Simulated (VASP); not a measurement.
Here is the system:

```
Pt
1.0
    0.00000     1.95761     1.95761
    1.95761     0.00000     1.95761
    1.95761     1.95761     0.00000
Pt
1
Direct
  0.00000   0.00000   0.00000
```

Computed with PBEsol GGA, VASP's PBE PAW potentials (set 64) (plane waves; VASP). Run with 480 eV cut-off, 14×14×14 Γ-centred mesh, first-order Methfessel-Paxton smearing of 0.10 eV, potentials Pt.

Each row applies one change to this cell, which was relaxed at other settings and keeps the small stress of the first row; at a fixed cut-off the stress holds a Pulay part, so it need not integrate to ΔE exactly. Stress is in GPa, positive when the cell is compressed.

| change | ΔE (meV/atom) | σxx | σyy | σzz | largest shear component, with its sign (GPa) | largest force (eV/Å) |
|---|---|---|---|---|---|---|
| none | 0.0 | 0.03 | 0.03 | 0.03 | 0.00 | 0.000 |
| biaxial strain of -4.0 % in the xy plane | 109.0 | 32.25 | 32.25 | 25.03 | 0.00 | 0.000 |
| uniaxial strain of +1.0 % along y | 1.6 | -2.34 | -3.63 | -2.34 | 0.00 | 0.000 |
| isotropic strain of +3.0 % | 95.8 | -20.25 | -20.25 | -20.25 | 0.00 | 0.000 |
| uniaxial strain of -4.0 % along y | ? | ? | ? | ? | ? | ? |
| uniaxial strain of -0.5 % along x | 0.5 | 1.96 | 1.30 | 1.30 | 0.00 | 0.000 |
| isotropic strain of +1.0 % | 11.4 | -7.98 | -7.98 | -7.98 | 0.00 | 0.000 |
| isotropic strain of +4.0 % | ? | ? | ? | ? | ? | ? |
| isotropic strain of -3.0 % | 127.3 | 34.03 | 34.03 | 34.03 | 0.00 | 0.000 |

Task: Complete the blanks.

Result: 
- uniaxial strain of -4.0 % along y, ΔE (meV/atom): 31.0
- uniaxial strain of -4.0 % along y, σxx: 11.94
- uniaxial strain of -4.0 % along y, σyy: 16.63
- uniaxial strain of -4.0 % along y, σzz: 11.94
- uniaxial strain of -4.0 % along y, largest shear component, with its sign (GPa): 0.00
- uniaxial strain of -4.0 % along y, largest force (eV/Å): 0.000
- isotropic strain of +4.0 %, ΔE (meV/atom): 163.7
- isotropic strain of +4.0 %, σxx: -24.80
- isotropic strain of +4.0 %, σyy: -24.80
- isotropic strain of +4.0 %, σzz: -24.80
- isotropic strain of +4.0 %, largest shear component, with its sign (GPa): 0.00
- isotropic strain of +4.0 %, largest force (eV/Å): 0.000

Failed runs are left out, and for metals the shear rows, which the mesh's noise covers.

The compound is Pt in the fcc structure.
